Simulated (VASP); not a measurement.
All values below come from MS2 meta-GGA, VASP's PBE PAW potentials (set 64) (plane waves; VASP).

VASP ran on this input.

**POSCAR**
```
Sc
1
    1.6609368707    -2.8768269608     0.0000000000
    1.6609368707     2.8768269608     0.0000000000
    0.0000000000    -0.0000000000     5.1860934462
Sc
2
Direct
  0.3333330000   0.6666670000   0.2500000000
  0.6666670000   0.3333330000   0.7500000000
```

KPOINTS_OPT:
```
k-points along high-symmetry lines
6
Line-mode
Reciprocal
  0.000000   0.000000   0.000000 ! GAMMA
  0.000000   0.500000   0.000000 ! M

  0.000000   0.500000   0.000000 ! M
 -0.333333   0.666667   0.000000 ! K

 -0.333333   0.666667   0.000000 ! K
  0.000000   0.000000   0.000000 ! GAMMA

  0.000000   0.000000   0.000000 ! GAMMA
  0.000000   0.000000   0.500000 ! A

  0.000000   0.000000   0.500000 ! A
  0.000000   0.500000   0.500000 ! L

  0.000000   0.500000   0.500000 ! L
 -0.333333   0.666667   0.500000 ! H

 -0.333333   0.666667   0.500000 ! H
  0.000000   0.000000   0.500000 ! A

  0.000000   0.500000   0.500000 ! L
  0.000000   0.500000   0.000000 ! M

 -0.333333   0.666667   0.500000 ! H
 -0.333333   0.666667   0.000000 ! K
```

KPOINTS:
```
Automatic mesh
0
Gamma
14 14 8
0 0 0
```

INCAR:
```
! general
SYSTEM  = Sc
PREC    = Accurate
ENCUT   = 520
LREAL   = .FALSE.
LASPH   = .TRUE.   ! aspherical one-centre terms

! electronic loop
EDIFF   = 1E-7   ! SCF stop (eV)
NELM    = 100
ALGO    = Normal
LMAXMIX = 4   ! l cut-off of mixed one-centre charges
LMIXTAU = .TRUE.

! smearing
ISMEAR  = -5

! functional
METAGGA = MS2

! ions
ISIF    = 2

! output
LWAVE   = .FALSE.
LCHARG  = .FALSE.
LORBIT  = 11
NEDOS   = 601   ! DOS grid
```

POTCAR, in this order: Sc_sv (PBE.64 set). Program: vasp_std.

Output

### OSZICAR
```
       N       E                     dE             d eps       ncg     rms          rms(c)
DAV:   1     0.368790060423E+03    0.36879E+03   -0.10686E+04  3608   0.147E+03
DAV:   2    -0.932165826296E+01   -0.37811E+03   -0.37139E+03  5281   0.685E+02
DAV:   3    -0.317084670641E+02   -0.22387E+02   -0.21918E+02  5992   0.194E+02
DAV:   4    -0.321035981934E+02   -0.39513E+00   -0.39260E+00  5540   0.235E+01
DAV:   5    -0.321101699275E+02   -0.65717E-02   -0.65634E-02  6029   0.309E+00    0.935E+00
DAV:   6    -0.292288534578E+02    0.28813E+01   -0.88507E+00  4440   0.454E+01    0.258E+00
DAV:   7    -0.230441641367E+02    0.61847E+01   -0.78873E+00  5118   0.294E+01    0.163E+00
DAV:   8    -0.226847665323E+02    0.35940E+00   -0.90987E-01  3782   0.146E+01    0.673E-01
DAV:   9    -0.239917675491E+02   -0.13070E+01   -0.10943E+00  5251   0.862E+00    0.966E-01
DAV:  10    -0.226802355682E+02    0.13115E+01   -0.99644E-01  3712   0.733E+00    0.538E-01
DAV:  11    -0.226931694012E+02   -0.12934E-01   -0.12117E-01  5386   0.318E+00    0.307E-01
DAV:  12    -0.227071797958E+02   -0.14010E-01   -0.42206E-02  3803   0.158E+00    0.230E-01
DAV:  13    -0.227060247642E+02    0.11550E-02   -0.16318E-03  5846   0.384E-01    0.239E-01
DAV:  14    -0.227067492899E+02   -0.72453E-03   -0.30813E-04  4692   0.181E-01    0.217E-01
DAV:  15    -0.227048789406E+02    0.18703E-02   -0.72462E-02  4454   0.304E+00    0.244E-01
DAV:  16    -0.227047556395E+02    0.12330E-03   -0.93021E-04  5505   0.622E-01    0.244E-01
DAV:  17    -0.226947535687E+02    0.10002E-01   -0.10530E-02  3635   0.115E+00    0.251E-01
DAV:  18    -0.226956232409E+02   -0.86967E-03   -0.22089E-04  5876   0.263E-01    0.281E-01
DAV:  19    -0.227064030018E+02   -0.10780E-01   -0.15075E-02  3621   0.133E+00    0.259E-01
DAV:  20    -0.226988489523E+02    0.75540E-02   -0.10602E-02  3887   0.107E+00    0.281E-01
DAV:  21    -0.226938784213E+02    0.49705E-02   -0.26275E-03  4571   0.615E-01    0.310E-01
DAV:  22    -0.226928938899E+02    0.98453E-03   -0.17815E-04  4182   0.191E-01    0.278E-01
DAV:  23    -0.226898649927E+02    0.30289E-02   -0.25823E-03  4566   0.579E-01    0.134E-01
DAV:  24    -0.226906865195E+02   -0.82153E-03   -0.21852E-04  4602   0.242E-01    0.146E-01
DAV:  25    -0.227034654686E+02   -0.12779E-01   -0.11510E-02  4363   0.112E+00    0.144E-01
DAV:  26    -0.227036623805E+02   -0.19691E-03   -0.26704E-04  4784   0.276E-01    0.134E-01
DAV:  27    -0.227053794159E+02   -0.17170E-02   -0.55332E-04  3763   0.293E-01    0.114E-01
DAV:  28    -0.227076481996E+02   -0.22688E-02   -0.23368E-03  4440   0.592E-01    0.805E-02
DAV:  29    -0.227088025149E+02   -0.11543E-02   -0.12395E-03  4527   0.429E-01    0.816E-02
DAV:  30    -0.227090397946E+02   -0.23728E-03   -0.19563E-04  4470   0.184E-01    0.707E-02
DAV:  31    -0.227091180924E+02   -0.78298E-04   -0.64529E-05  5182   0.777E-02    0.607E-02
DAV:  32    -0.227092135858E+02   -0.95493E-04   -0.39131E-04  4440   0.235E-01    0.514E-02
DAV:  33    -0.227091836109E+02    0.29975E-04   -0.55293E-05  5554   0.990E-02    0.466E-02
DAV:  34    -0.227091658759E+02    0.17735E-04   -0.31957E-05  4447   0.580E-02    0.443E-02
DAV:  35    -0.227090809201E+02    0.84956E-04   -0.28965E-05  5666   0.567E-02    0.251E-02
DAV:  36    -0.227090305101E+02    0.50410E-04   -0.45641E-06  4616   0.271E-02    0.154E-02
DAV:  37    -0.227090223017E+02    0.82084E-05   -0.11510E-06  3452   0.124E-02    0.121E-02
DAV:  38    -0.227090306053E+02   -0.83036E-05   -0.37766E-06  3685   0.251E-02    0.839E-03
DAV:  39    -0.227090137242E+02    0.16881E-04   -0.30904E-06  3788   0.189E-02    0.301E-03
DAV:  40    -0.227090115773E+02    0.21469E-05   -0.30040E-06  4595   0.245E-02    0.131E-03
DAV:  41    -0.227090096939E+02    0.18833E-05   -0.37968E-07  3949   0.702E-03    0.116E-03
DAV:  42    -0.227090073068E+02    0.23871E-05   -0.18312E-07  2899   0.616E-03    0.757E-04
DAV:  43    -0.227090057007E+02    0.16061E-05   -0.39222E-08  1996   0.370E-03    0.542E-04
DAV:  44    -0.227090049137E+02    0.78703E-06   -0.20887E-08  1961   0.291E-03    0.318E-04
DAV:  45    -0.227090045193E+02    0.39437E-06   -0.68376E-09  1905   0.219E-03    0.362E-04
DAV:  46    -0.227090038366E+02    0.68266E-06   -0.68473E-09  1884   0.183E-03    0.107E-04
DAV:  47    -0.227090036922E+02    0.14447E-06   -0.21666E-08  1870   0.211E-03    0.607E-05
DAV:  48    -0.227090037239E+02   -0.31705E-07   -0.28989E-09  1849   0.148E-03
   1 F= -.22709004E+02 E0= -.22709004E+02  d E =0.000000E+00
       N       E                     dE             ncg
```

File OUTCAR:
```
------------------------ aborting loop because EDIFF is reached ----------------------------------------
  FORCE on cell =-STRESS in cart. coord.  units (eV):
  Direction    XX          YY          ZZ          XY          YZ          ZX
  --------------------------------------------------------------------------------------
  Total        0.0044706      0.0044706      0.0100562     -0.0000000      0.0000000      0.0000000
  in kB        0.1445248      0.1445248      0.3250927     -0.0000000      0.0000000      0.0000000
  external PRESSURE =       0.2047141 kB  Pullay stress =       0.0000000 kB
  volume of cell :       49.56
      direct lattice vectors                 reciprocal lattice vectors
     1.660936871 -2.876826961  0.000000000     0.301034921 -0.173802598  0.000000000
     1.660936871  2.876826961  0.000000000     0.301034921  0.173802598  0.000000000
     0.000000000  0.000000000  5.186093446     0.000000000  0.000000000  0.192823367
 POSITION                                       TOTAL-FORCE (eV/Angst)
 -----------------------------------------------------------------------------------
      1.66094      0.95894      1.29652        -0.000000      0.000000      0.000000
      1.66094     -0.95894      3.88957         0.000000     -0.000000      0.000000
 -----------------------------------------------------------------------------------
    total drift:                                0.000124      0.000688     -0.000014
  FREE ENERGIE OF THE ION-ELECTRON SYSTEM (eV)
  ---------------------------------------------------
  free  energy   TOTEN  =       -22.7090037239 eV

  energy  without entropy=      -22.7090037239  energy(sigma->0) =      -22.70900372

 total charge

# of ion       s       p       d       tot
------------------------------------------
    1        2.262   6.122   0.939   9.322
    2        2.262   6.122   0.939   9.322
--------------------------------------------------
tot          4.524  12.243   1.878  18.645
```
(Selected blocks of OUTCAR.)

For a metal the tetrahedron method with Blöchl corrections gives inexact stress and forces.

The compound is Sc in the hcp structure. It was relaxed first.
